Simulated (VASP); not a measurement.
Output of a VASP run:

OSZICAR:
```
...
DAV:  11    -0.477997048783E+02    0.63954E-04   -0.28896E-04  1380   0.128E-01    0.727E-03
DAV:  12    -0.477997073847E+02   -0.25064E-05   -0.12965E-05  1432   0.268E-02    0.669E-03
DAV:  13    -0.477997071336E+02    0.25110E-06   -0.25367E-06  1384   0.119E-02    0.445E-03
DAV:  14    -0.477997072145E+02   -0.80985E-07   -0.54321E-08   836   0.209E-03
   1 F= -.47799707E+02 E0= -.47799707E+02  d E =-.477997E+02
       N       E                     dE             d eps       ncg     rms          rms(c)
DAV:   1    -0.478108393003E+02   -0.11132E-01   -0.75845E+00  1208   0.233E+01    0.860E-01
DAV:   2    -0.478233445087E+02   -0.12505E-01   -0.21663E-01  1424   0.364E+00    0.415E-01
DAV:   3    -0.478184532404E+02    0.48913E-02   -0.42089E-03  1396   0.681E-01    0.178E-01
DAV:   4    -0.478176973211E+02    0.75592E-03   -0.35484E-03  1396   0.520E-01    0.406E-02
DAV:   5    -0.478177117458E+02   -0.14425E-04   -0.58411E-04  1360   0.211E-01    0.219E-02
DAV:   6    -0.478177022074E+02    0.95384E-05   -0.28510E-05  1352   0.537E-02    0.963E-03
DAV:   7    -0.478177020881E+02    0.11930E-06   -0.22425E-06  1368   0.138E-02    0.394E-03
DAV:   8    -0.478177021841E+02   -0.96011E-07   -0.96513E-07  1392   0.978E-03
   2 F= -.47817702E+02 E0= -.47817702E+02  d E =-.179950E-01
       N       E                     dE             d eps       ncg     rms          rms(c)
DAV:   1    -0.478178133050E+02   -0.11122E-03   -0.10939E-01  1208   0.279E+00    0.102E-01
DAV:   2    -0.478179865207E+02   -0.17322E-03   -0.30756E-03  1428   0.433E-01    0.501E-02
DAV:   3    -0.478179153580E+02    0.71163E-04   -0.62917E-05  1392   0.832E-02    0.208E-02
DAV:   4    -0.478179057172E+02    0.96407E-05   -0.50032E-05  1404   0.611E-02    0.501E-03
DAV:   5    -0.478179061788E+02   -0.46157E-06   -0.10733E-05  1360   0.296E-02    0.365E-03
DAV:   6    -0.478179056784E+02    0.50043E-06   -0.12484E-06  1348   0.120E-02    0.113E-03
DAV:   7    -0.478179057088E+02   -0.30435E-07   -0.12957E-07   740   0.271E-03
   3 F= -.47817906E+02 E0= -.47817906E+02  d E =-.181985E-01
       N       E                     dE             d eps       ncg     rms          rms(c)
DAV:   1    -0.478233384259E+02   -0.54327E-02   -0.37019E-01  1300   0.535E+00    0.446E-01
DAV:   2    -0.478206694446E+02    0.26690E-02   -0.45591E-03  1392   0.575E-01    0.249E-01
DAV:   3    -0.478192444182E+02    0.14250E-02   -0.18895E-03  1400   0.387E-01    0.154E-02
DAV:   4    -0.478192582313E+02   -0.13813E-04   -0.14339E-04  1364   0.942E-02    0.146E-02
DAV:   5    -0.478192583907E+02   -0.15934E-06   -0.27498E-06  1380   0.166E-02    0.364E-03
DAV:   6    -0.478192586072E+02   -0.21651E-06   -0.85573E-07  1368   0.765E-03    0.193E-03
DAV:   7    -0.478192585791E+02    0.28090E-07   -0.43075E-08   720   0.221E-03
   4 F= -.47819259E+02 E0= -.47819259E+02  d E =-.135287E-02
       N       E                     dE             d eps       ncg     rms          rms(c)
DAV:   1    -0.478197991868E+02   -0.54058E-03   -0.27816E-02  1304   0.147E+00    0.122E-01
DAV:   2    -0.478195970042E+02    0.20218E-03   -0.34321E-04  1392   0.158E-01    0.683E-02
DAV:   3    -0.478194892132E+02    0.10779E-03   -0.14223E-04  1404   0.106E-01    0.422E-03
DAV:   4    -0.478194903538E+02   -0.11406E-05   -0.10837E-05  1368   0.259E-02    0.411E-03
DAV:   5    -0.478194904153E+02   -0.61508E-07   -0.20664E-07   920   0.481E-03
   5 F= -.47819490E+02 E0= -.47819490E+02  d E =-.158471E-02
```

File OUTCAR:
```
------------------------ aborting loop because EDIFF is reached ----------------------------------------
  FORCE on cell =-STRESS in cart. coord.  units (eV):
  Direction    XX          YY          ZZ          XY          YZ          ZX
  --------------------------------------------------------------------------------------
  Total       -4.3291779     -4.3291779     -4.3263900     -0.0000000      0.0000000      0.0000000
  in kB     -138.6780840   -138.6780840   -138.5887784     -0.0000000      0.0000000      0.0000000
  external PRESSURE =    -138.6483155 kB  Pullay stress =       0.0000000 kB
  volume of cell :       50.02
      direct lattice vectors                 reciprocal lattice vectors
     4.301992367  0.000000000  0.000000000     0.232450436  0.000000000  0.000000000
    -0.000000000  4.301992367  0.000000000    -0.000000000  0.232450436  0.000000000
     0.000000000  0.000000000  2.702519971     0.000000000  0.000000000  0.370025018
 POSITION                                       TOTAL-FORCE (eV/Angst)
 -----------------------------------------------------------------------------------
     -0.00000      4.30199      0.00000         0.000000      0.000000      0.000000
      2.15100      2.15100      1.35126         0.000000      0.000000      0.000000
      1.32957      1.32957      0.00000        -0.001049     -0.001049     -0.000000
      3.48056      0.82143      1.35126        -0.001049      0.001049      0.000000
      0.82143      3.48056      1.35126         0.001049     -0.001049     -0.000000
      2.97243      2.97243      0.00000         0.001049      0.001049      0.000000
 -----------------------------------------------------------------------------------
    total drift:                                0.000000      0.000000      0.000000
  FREE ENERGIE OF THE ION-ELECTRON SYSTEM (eV)
  ---------------------------------------------------
  free  energy   TOTEN  =       -47.8194904153 eV

  energy  without entropy=      -47.8194904153  energy(sigma->0) =      -47.81949042

 reached required accuracy - stopping structural energy minimisation
```
(Selected blocks of OUTCAR.)

POSCAR:
```
SiO2
1
    4.2778913942     0.0000000000     0.0000000000
    0.0000000000     4.2778913942     0.0000000000
    0.0000000000     0.0000000000     2.7330569013
Si O
2 4
Direct
  1.0000000000   1.0000000000   0.0000000000
  0.5000000000   0.5000000000   0.5000000000
  0.3060938280   0.3060938280   0.0000000000
  0.8060938280   0.1939061720   0.5000000000
  0.1939061720   0.8060938280   0.5000000000
  0.6939061720   0.6939061720   1.0000000000
```

Question: Reconstruct the remaining input files.

Answer: Several could match; the one computed here: the input of the run itself, AM05 GGA, plane waves, VASP's PBE PAW potentials (set 64).

**INCAR**
```
SYSTEM = SiO2
PREC = Accurate
ENCUT = 520
EDIFF = 1E-7
NELM = 100
ALGO = Normal
LREAL = .FALSE.
LASPH = .TRUE.
ISMEAR = 0
SIGMA = 0.05
GGA = AM
LWAVE = .FALSE.
LCHARG = .FALSE.
ISIF = 4
IBRION = 2
NSW = 30
EDIFFG = -0.01
```

**KPOINTS**
```
Automatic mesh
0
Gamma
5 5 8
0 0 0
```

POTCAR, in this order: Si O (PBE.64 set). Program: vasp_std.

The compound is SiO2 in the rutile structure, stishovite, a high-pressure form. This cell is one point of a volume scan, at 1.06 of the reference volume. Symmetry was kept, so distortions that lower it aren't found.
